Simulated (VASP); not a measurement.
## Zr2ZnN2: relaxation of cell and atoms with PBE

Zr2ZnN2:

```xyz
5
Lattice="3.7307 0.0000 0.0000 -1.8653 3.2309 0.0000 0.0000 0.0000 6.4904" Properties=species:S:1:pos:R:3 pbc="T T T"
Zr    1.8653    1.0770    1.4694
Zr    1.8653    1.0770    5.0209
Zn    0.0000    0.0000    3.2452
N     0.0000    0.0000    0.0000
N     0.0000    2.1539    3.2452
```

The cell was built by a generator and needn't be a form met in nature.

| Property | Result |
| --- | --- |
| Program | VASP 6.6.1 |
| Task | relaxation of cell and atoms |
| Functional | PBE |
| Potentials or basis | VASP PAW PBE potentials, release 64 (Zr_sv, Zn, N) |
| Cutoff | 520 eV |
| k mesh | 4 × 4 × 2 |
| Occupations | gaussian, width 0.15 eV |
| Spin | no spin polarisation |
| Further INCAR settings | PREC = Normal; ALGO = Fast; EDIFF = 0.0001; IBRION = 2; EDIFFG = -0.08; NSW = 24; ISIF = 3 |

```json
{
 "Relaxed volume": "13.28 Å³/atom",
 "Relaxed cell": "a = 3.278 Å, b = 3.278 Å, c = 7.132 Å, α = 90.00°, β = 90.00°, γ = 120.00°",
 "Space group after relaxing (to 0.05 Å)": "P-6m2 (No. 187)",
 "Energy gained by relaxing": "357.0 meV/atom",
 "Ionic steps": "13",
 "Pressure after relaxing": "0.5 GPa",
 "Largest force after relaxing": "0.018 eV/Å",
 "Band gap on the k mesh": "none (metal or under the smearing width)"
}
```

Forces in eV/Å, atoms in the order of the input:
```
Zr   0.000  0.000  0.018
Zr   0.000  0.000 -0.018
Zn   0.000  0.000  0.000
N    0.000  0.000  0.000
N    0.000  0.000  0.000
```

Stress tensor (GPa, compression positive):
```
0.61 0.00 0.00
0.00 0.61 0.00
0.00 0.00 0.36
```

Step by step:
| step | energy change (eV) | largest force (eV/Å) | pressure (GPa) | volume (Å³) |
| --- | --- | --- | --- | --- |
| 1 | 0.0000 | 0.6614 | -18.22 | 78.23 |
| 2 | 1.4530 | 1.4491 | 23.86 | 59.61 |
| 3 | -0.8315 | 0.8188 | -0.99 | 66.60 |
| 4 | -1.1827 | 0.9674 | 2.92 | 64.86 |
| 5 | -1.1866 | 0.9734 | 4.64 | 64.18 |
| 6 | -1.6067 | 0.9013 | 3.74 | 64.23 |
| 7 | -1.7191 | 0.8002 | 5.50 | 64.00 |
| 8 | -1.7427 | 0.1609 | -4.67 | 68.76 |
| 9 | -1.7833 | 0.1936 | -0.35 | 66.51 |
| 10 | -1.7835 | 0.1069 | -1.01 | 66.66 |
| 11 | -1.7836 | 0.1272 | -1.09 | 66.57 |
| 12 | -1.7820 | 0.2444 | 0.71 | 66.06 |
| 13 | -1.7848 | 0.0178 | 0.53 | 66.38 |

Final structure:
```xyz
5
Lattice="3.2783 0.0000 0.0000 -1.6391 2.8391 0.0000 0.0000 0.0000 7.1318" Properties=species:S:1:pos:R:3 pbc="T T T"
Zr    1.6391    0.9464    1.4444
Zr    1.6391    0.9464    5.6874
Zn    0.0000    0.0000    3.5659
N     0.0000    0.0000    0.0000
N     0.0000    1.8927    3.5659
```

Levels at points of the mesh, in eV from the Fermi level:
```
           k point  band 20  band 21  band 22  band 23  band 24  band 25  band 26  band 27
(0.00, 0.00, 0.00)    -2.21    -1.89    -1.89    -0.69     0.74     0.74     0.90     0.90
(0.50, 0.00, 0.00)    -3.83    -3.30    -1.78    -1.26     0.92     2.17     2.67     2.69
(0.00, 0.00, 0.50)    -2.07    -2.07    -1.70    -0.02     0.98     0.98     1.16     1.16
(0.50, 0.00, 0.50)    -4.11    -3.58    -1.80    -0.55     0.76     1.29     3.36     3.39
```

Wall time 2.1 min on 1 thread of AMD EPYC 9R14 (Zen 4) (shared host), peak memory 0.14 GiB.

Caveat: the k mesh is coarse (spacing up to 0.49 Å⁻¹), so the values aren't converged; the volume moved by over 15 % at a fixed basis, so the end points are rough; the relaxation stopped at a loose force limit of 0.08 eV/Å, so its end isn't a converged minimum.
